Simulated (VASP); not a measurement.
Output of a VASP run:

**OUTCAR**
```
 ion  position               nearest neighbor table
   1  0.000  0.000  0.000-   2 2.31   2 2.31   2 2.31   2 2.31   2 2.31   2 2.31
   2  0.500  0.500  0.500-   1 2.31   1 2.31   1 2.31   1 2.31   1 2.31   1 2.31
  LATTYP: Found a face centered cubic cell.
 ALAT       =     4.6143920000
 Subroutine PRICEL returns:
 Original cell was already a primitive cell.
 Subroutine GETGRP returns: Found 48 space group operations
The static configuration has the point symmetry O_h .
The dynamic configuration has the point symmetry O_h .
 Subroutine INISYM returns: Found 48 space group operations
 Subroutine IBZKPT returns following result:
 Found     72 irreducible k-points:

 Following reciprocal coordinates:
            Coordinates               Weight
  0.000000  0.000000  0.000000      1.000000
  0.083333  0.000000  0.000000      8.000000
  0.166667  0.000000  0.000000      8.000000
  0.250000  0.000000  0.000000      8.000000
  0.333333  0.000000  0.000000      8.000000
  0.416667  0.000000  0.000000      8.000000
  0.500000  0.000000  0.000000      4.000000
  0.083333  0.083333  0.000000      6.000000
  0.166667  0.083333  0.000000     24.000000
  0.250000  0.083333  0.000000     24.000000
  0.333333  0.083333  0.000000     24.000000
  0.416667  0.083333  0.000000     24.000000
  0.500000  0.083333  0.000000     24.000000
 -0.416667  0.083333  0.000000     24.000000
 -0.333333  0.083333  0.000000     24.000000
 -0.250000  0.083333  0.000000     24.000000
 -0.166667  0.083333  0.000000     24.000000
 -0.083333  0.083333  0.000000     12.000000
  0.166667  0.166667  0.000000      6.000000
  0.250000  0.166667  0.000000     24.000000
  0.333333  0.166667  0.000000     24.000000
  0.416667  0.166667  0.000000     24.000000
  0.500000  0.166667  0.000000     24.000000
 -0.416667  0.166667  0.000000     24.000000
 -0.333333  0.166667  0.000000     24.000000
 -0.250000  0.166667  0.000000     24.000000
 -0.166667  0.166667  0.000000     12.000000
  0.250000  0.250000  0.000000      6.000000
  0.333333  0.250000  0.000000     24.000000
  0.416667  0.250000  0.000000     24.000000
  0.500000  0.250000  0.000000     24.000000
 -0.416667  0.250000  0.000000     24.000000
 -0.333333  0.250000  0.000000     24.000000
 -0.250000  0.250000  0.000000     12.000000
  0.333333  0.333333  0.000000      6.000000
  0.416667  0.333333  0.000000     24.000000
  0.500000  0.333333  0.000000     24.000000
 -0.416667  0.333333  0.000000     24.000000
 -0.333333  0.333333  0.000000     12.000000
  0.416667  0.416667  0.000000      6.000000
   k-points           NKPTS =     72   k-points in BZ     NKDIM =     72   number of bands    NBANDS=     12
   number of dos      NEDOS =    301   number of ions     NIONS =      2
   total plane-waves  NPLWV =  13824
   dimension x,y,z NGX =    24 NGY =   24 NGZ =   24
   dimension x,y,z NGXF=    48 NGYF=   48 NGZF=   48
   ions per type =               1   1
   PREC   = accura    normal or accurate (medium, high low for compatibility)
   ISTART =      0    job   : 0-new  1-cont  2-samecut
   ICHARG =      2    charge: 1-file 2-atom 10-const
   ISPIN  =      1    spin polarized calculation?
   LNONCOLLINEAR =      F non collinear calculations
   LSORBIT =      F    spin-orbit coupling
   INIWAV =      1    electr: 0-lowe 1-rand  2-diag
   ENCUT  =  400.0 eV  29.40 Ry    5.42 a.u.   5.32  5.32  5.32*2*pi/ulx,y,z
   NELM   =    100;   NELMIN=  2; NELMDL= -5     # of ELM steps
   EDIFF  = 0.1E-05   stopping-criterion for ELM
   LREAL  =      F    real-space projection
   NLSPLINE    = F    spline interpolate recip. space projectors
   LMAXMIX     =    2 max onsite mixed and CHGCAR
   VOSKOWN=      0    Vosko Wilk Nusair interpolation
   EDIFFG = 0.1E-04   stopping-criterion for IOM
   NSW    =      0    number of steps for IOM
   NBLOCK =      1;   KBLOCK =      1    inner block; outer block
   IBRION =     -1    ionic relax: 0-MD 1-quasi-New 2-CG
...
```

### OSZICAR
```
       N       E                     dE             d eps       ncg     rms          rms(c)
DAV:   1     0.114525948141E+03    0.11453E+03   -0.75831E+03  1728   0.115E+03
DAV:   2    -0.887851772524E+01   -0.12340E+03   -0.11657E+03  2068   0.313E+02
DAV:   3    -0.141743279456E+02   -0.52958E+01   -0.52576E+01  2180   0.677E+01
DAV:   4    -0.143281965453E+02   -0.15387E+00   -0.15376E+00  2428   0.108E+01
DAV:   5    -0.143305037650E+02   -0.23072E-02   -0.23071E-02  2180   0.124E+00    0.852E+00
DAV:   6    -0.126386906702E+02    0.16918E+01   -0.78876E+00  1996   0.272E+01    0.333E+00
DAV:   7    -0.126153989665E+02    0.23292E-01   -0.59335E-01  2336   0.768E+00    0.170E+00
DAV:   8    -0.126130734969E+02    0.23255E-02   -0.71090E-02  1976   0.312E+00    0.397E-01
DAV:   9    -0.126113182583E+02    0.17552E-02   -0.21459E-02  2164   0.134E+00    0.127E-01
DAV:  10    -0.126116442641E+02   -0.32601E-03   -0.18143E-03  1920   0.442E-01    0.278E-02
DAV:  11    -0.126117199931E+02   -0.75729E-04   -0.27268E-04  2396   0.146E-01    0.278E-02
DAV:  12    -0.126117066778E+02    0.13315E-04   -0.54538E-05  2040   0.870E-02    0.319E-03
DAV:  13    -0.126117065686E+02    0.10920E-06   -0.37640E-06  2156   0.200E-02
   1 F= -.12611707E+02 E0= -.12611707E+02  d E =-.379688E-11
```

OUTCAR:
```
------------------------ aborting loop because EDIFF is reached ----------------------------------------
  FORCE on cell =-STRESS in cart. coord.  units (eV):
  Direction    XX          YY          ZZ          XY          YZ          ZX
  --------------------------------------------------------------------------------------
  Total        2.5746711      2.5746711      2.5746711      0.0000000      0.0000000      0.0000000
  in kB      167.9379636    167.9379636    167.9379636      0.0000000      0.0000000      0.0000000
  external PRESSURE =     167.9379636 kB  Pullay stress =       0.0000000 kB
  volume of cell :       24.56
      direct lattice vectors                 reciprocal lattice vectors
     0.000000000  2.307196000  2.307196000    -0.216713274  0.216713274  0.216713274
     2.307196000  0.000000000  2.307196000     0.216713274 -0.216713274  0.216713274
     2.307196000  2.307196000  0.000000000     0.216713274  0.216713274 -0.216713274
  FREE ENERGIE OF THE ION-ELECTRON SYSTEM (eV)
  ---------------------------------------------------
  free  energy   TOTEN  =       -12.6117065686 eV

  energy  without entropy=      -12.6117065686  energy(sigma->0) =      -12.61170657
```
(Selected blocks of OUTCAR.)

**POSCAR**
```
CaO
1
    0.0000000000     2.3071960000     2.3071960000
    2.3071960000     0.0000000000     2.3071960000
    2.3071960000     2.3071960000     0.0000000000
Ca O
1 1
Direct
  0.0000000000   0.0000000000   0.0000000000
  0.5000000000   0.5000000000   0.5000000000
```

**Question.** Write an INCAR and KPOINTS that could have produced this output.

**Answer.** Several could match; the one computed here: the input of the run itself, PBE GGA, plane waves, VASP's PBE PAW potentials (set 64).

**INCAR**
```
! general
SYSTEM=CaO
PREC  =Accurate
ENCUT =400
LREAL =F   ! projection in real space or not
LASPH =T   ! aspherical one-centre terms

! electronic loop
EDIFF =1E-6   ! SCF stop (eV)
NELM  =100   ! most electronic steps
ALGO  =Normal   ! blocked Davidson

! smearing
ISMEAR=-1   ! Fermi-Dirac
SIGMA =0.02

! functional
GGA   =PE   ! PBE

! ions
ISIF  =2   ! forces and stress, cell fixed

! output
LWAVE =F
LCHARG=F
```

File KPOINTS:
```
Regular mesh
0
Gamma
12 12 12
0 0 0
```

POTCAR, in this order: Ca_sv O (PBE.64 set). Program: vasp_std.

At this cut-off the stress carries a Pulay error, which pulls relaxed volumes low.

The structure comes from a computed database's CaO entry; how it stands against other phases isn't given here. The cell was not relaxed at this level, and its volume differs by -5.9 % from the start's.
